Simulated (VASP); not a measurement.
# Al7InAs8: band structure with PBEsol

Crystal: Al7InAs8.

```xyz
16
Lattice="5.7305 -5.7305 0.0000 5.7305 0.0000 5.7305 0.0000 -5.7305 5.7305" Properties=species:S:1:pos:R:3 pbc="T T T"
In    2.8652   -2.8652    0.0000
Al    2.8701   -5.7305    2.8652
Al    5.7305   -2.8701    2.8652
Al    5.7305   -5.7305    5.7256
Al    5.7305   -5.7305    0.0049
Al    5.7305   -8.5909    2.8652
Al    8.5909   -5.7305    2.8652
Al    2.8652   -2.8652    5.7305
As    4.3581   -7.1028    7.2234
As    4.2979   -4.2979    4.2979
As    7.1028   -7.1028    9.9681
As    7.1028   -4.3581    7.2234
As    7.1631  -10.0284    7.1631
As    7.1631   -7.1631    4.2979
As   10.0886  -10.0886    9.9681
As   10.0284   -7.1631    7.1631
```

The cell was built by a generator and needn't be a form met in nature.

| Item | Value |
| --- | --- |
| Program | VASP 6.6.1 |
| Task | band structure |
| Functional | PBEsol |
| Potentials or basis | VASP PAW PBE potentials, release 64 (In_d, Al, As) |
| Cutoff | 520 eV |
| k mesh | 6 × 6 × 6 |
| Occupations | gaussian, width 0.03 eV |
| Spin | no spin polarisation |
| Further INCAR settings | ALGO = Normal; EDIFF = 1e-06; NBANDS = 51 |

The pressure is 0.0 GPa and the largest force is 0.004 eV/Å. The band gap on the k mesh is 1.33 eV, direct and the band gap along the path is 1.33 eV, direct.

Forces on the atoms (eV/Å):
```
In   0.000  0.000  0.000
Al   0.001  0.000  0.000
Al   0.000 -0.001  0.000
Al   0.000  0.000 -0.001
Al   0.000  0.000  0.001
Al   0.000  0.001  0.000
Al  -0.001  0.000  0.000
Al   0.000  0.000  0.000
As  -0.001 -0.001 -0.001
As  -0.002  0.002  0.002
As   0.001 -0.001  0.001
As   0.001  0.001 -0.001
As   0.002  0.002 -0.002
As   0.002 -0.002  0.002
As  -0.001  0.001  0.001
As  -0.002 -0.002 -0.002
```

Levels at points of the mesh, in eV from the valence-band top:
```tsv
k point	band 35	band 36	band 37	band 38	band 39	band 40
(0.00, 0.00, 0.00)	0.00	0.00	0.00	1.33	1.33	1.33
(0.50, 0.00, 0.00)	-0.61	-0.37	-0.37	2.24	2.28	2.30
(0.50, 0.50, 0.00)	-0.92	-0.79	-0.79	2.37	2.45	3.10
```

Core levels (eV, on the scale of the bands):
| atom | levels |
| --- | --- |
| 1 In | 1s -27739.3, 2s -4145.8, 2p -3719.8, 3s -779.7, 3p -640.3, 3d -423.9, 4s -111.0, 4p -69.5 |
| 2 Al | 1s -1501.9, 2s -99.2, 2p -60.6 |
| 3 Al | 1s -1501.9, 2s -99.2, 2p -60.6 |
| 4 Al | 1s -1501.9, 2s -99.2, 2p -60.6 |
| 5 Al | 1s -1501.9, 2s -99.2, 2p -60.6 |
| 6 Al | 1s -1501.9, 2s -99.2, 2p -60.6 |

Wall time 73 s on 4 MPI ranks on Intel(R) Xeon(R) 6975P-C (Granite Rapids), on a shared host, peak memory 0.65 GiB a rank.

Caveat: the PAW data sets were made with another functional, which shifts forces and pressure a little; spin-orbit coupling is left out, which moves the levels of the heavy elements. As with any semilocal functional, this PBEsol gap is likely too small.
